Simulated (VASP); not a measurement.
Given:

```
PdC
1.0
    2.72302     0.00000     0.00000
    0.00000     2.72302     0.00000
    0.00000     0.00000     2.72302
Pd C
1 1
Cartesian
  0.00000   0.00000   0.00000
  1.36151   1.36151   1.36151
```

The numbers are results of PBE GGA, VASP's PBE PAW potentials (set 64) (plane waves; VASP), not measurements. Numerical set-up: 520 eV cut-off, 9×9×9 Γ-centred mesh, Gaussian smearing of 0.050 eV, potentials Pd C.

Question: Give the stress tensor in GPa (positive for a compressed cell).

Answer: 
```
12.35   0.00   0.00
 0.00  12.35   0.00
 0.00   0.00  12.35
```
The pressure is its mean diagonal, 12.35 GPa.

The structure was generated: PdC was put into the CsCl type (Pm-3m), which need not be its known phase. The cell was not relaxed at this level.
